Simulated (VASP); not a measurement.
A convergence study with VASP on As (space group R-3m): one setting is varied, all else stays as given below, so the limit is that of these other settings.

```
CELL_PARAMETERS angstrom
      3.69877    -1.88940     0.00000
      3.69877     1.88940     0.00000
      2.73362     0.00000     3.12698
ATOMIC_POSITIONS crystal
  As 0.23172 0.23172 0.23172
  As 0.77300 0.77300 0.77300
```

These are PBE GGA, VASP's PBE PAW potentials (set 64) (plane waves; VASP) values and carry that method's errors. The tightest run used: 720 eV cut-off, 11×11×11 Γ-centred mesh, Fermi-Dirac smearing of 0.10 eV, potentials As.

Problem. The settings run are ENCUT = 105; ENCUT = 120; ENCUT = 135; ENCUT = 150; ENCUT = 165; ENCUT = 180; ENCUT = 210; ENCUT = 240; ENCUT = 270; ENCUT = 330; ENCUT = 360; ENCUT = 405; ENCUT = 450; ENCUT = 525; ENCUT = 600; ENCUT = 720. From which on does the stress (every component) stay within 0.5 GPa of the tightest run?

Solution. From ENCUT = 210 on: it is off by 0.33 there and by no more than 0.5 in any finer run, while ENCUT = 180 is off by 0.77.
```
setting      E (eV/atom)  pressure (GPa)  largest force (eV/Å)  plane waves  difference judged (GPa)
-----------  -----------  --------------  --------------------  -----------  -----------------------
ENCUT = 105      -4.7555           -4.32                 0.177          119                     5.64
ENCUT = 120      -4.7000           -2.51                 0.247          138                     3.80
ENCUT = 135      -4.6762           -1.38                 0.213          166                     2.61
ENCUT = 150      -4.6645           -0.59                 0.179          190                     1.76
ENCUT = 165      -4.6628           -0.03                 0.171          218                     1.17
ENCUT = 180      -4.6642            0.36                 0.174          250                     0.77
ENCUT = 210      -4.6663            0.81                 0.195          317                     0.33
ENCUT = 240      -4.6666            1.00                 0.204          382                     0.12
ENCUT = 270      -4.6668            1.08                 0.205          449                     0.03
ENCUT = 330      -4.6670            1.10                 0.206          619                     0.01
ENCUT = 360      -4.6670            1.09                 0.206          695                     0.01
ENCUT = 405      -4.6670            1.09                 0.206          825                     0.02
ENCUT = 450      -4.6670            1.09                 0.206          966                     0.01
ENCUT = 525      -4.6671            1.11                 0.206         1210                     0.00
ENCUT = 600      -4.6671            1.11                 0.206         1475                     0.00
ENCUT = 720      -4.6671            1.11                 0.206         1948                     0.00
```

Left out are rungs that failed or repeat a setting and relaxations that didn't move; long series are thinned to 24 rows.

The structure is a typed As crystal (space group no. 166). The cell was not relaxed at this level, forces remain on its atoms.
